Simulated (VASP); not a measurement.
Energy against volume of Ni (fcc). Computed with optB88-vdW, VASP's PBE PAW potentials (set 64) (plane waves; VASP 6.6.1). Run with 520 eV cut-off, 18×18×18 Γ-centred mesh, first-order Methfessel-Paxton smearing of 0.10 eV, potentials Ni.

| V (Å³/atom) | E (eV/atom) |
|---|---|
| 10.478 | -2.65664 |
| 10.802 | -2.66342 |
| 11.126 | -2.65793 |
| 11.450 | -2.64223 |

Task: Fit these four points and predict the energy of the run at 10.154 Å³/atom.

Result: A cubic in V^(−2/3), the third-order Birch-Murnaghan form, passes through the four points with V0 = 10.81 Å³/atom and B0 = 201 GPa, and gives -2.6351 eV/atom there. The run gave -2.6352 eV/atom, -0.1 meV/atom from the fit; all five points give B0 = 200 GPa.

The compound is Ni in the fcc structure. It was relaxed first.
